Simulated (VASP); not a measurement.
A run of VASP 6.6.1 is set up as follows.

Contents of INCAR:

```
SYSTEM = Ti
PREC = Accurate
ENCUT = 520
EDIFF = 1E-6
ISMEAR = 0
SIGMA = 0.1
LREAL = .False.
LASPH = .True.
NELM = 60
ALGO = Normal
ISIF = 2
LWAVE = .False.
LCHARG = .False.
MAGMOM = 0 0 0 0 0 0
LORBIT = 11
LSORBIT = .True.
GGA_COMPAT = .False.
LMAXMIX = 4
GGA = PS
NBANDS = 36
```

File KPOINTS:

```
Automatic mesh
0
Gamma
  18 18 10
  0 0 0
```

The input POSCAR:

```
Ti
1.0
    2.8983000000      0.0000000000      0.0000000000
   -1.4491500000      2.5100000000      0.0000000000
    0.0000000000      0.0000000000      4.5866100000
Ti
2
Direct
    0.3333300000      0.6666700000      0.2500000000
    0.6666700000      0.3333300000      0.7500000000
```

Potentials or basis: VASP PAW PBE potentials, release 64 (Ti_sv).

Launch:

```bash
$ cat potpaw_PBE.64/Ti_sv/POTCAR > POTCAR
$ mpirun -np 1 vasp_ncl > vasp.out
```

**Question.** Estimate the pressure.

**Answer.** 0.0 GPa.

**Question.** What does it give for the net moment?

**Answer.** 0.00 μB per cell.

Moments on the atoms (μB; x, y, z):
```
Ti  0.00 0.00 0.00
Ti  0.00 0.00 0.00
```

Caveat: the PAW data sets were made with another functional, which shifts forces and pressure a little.
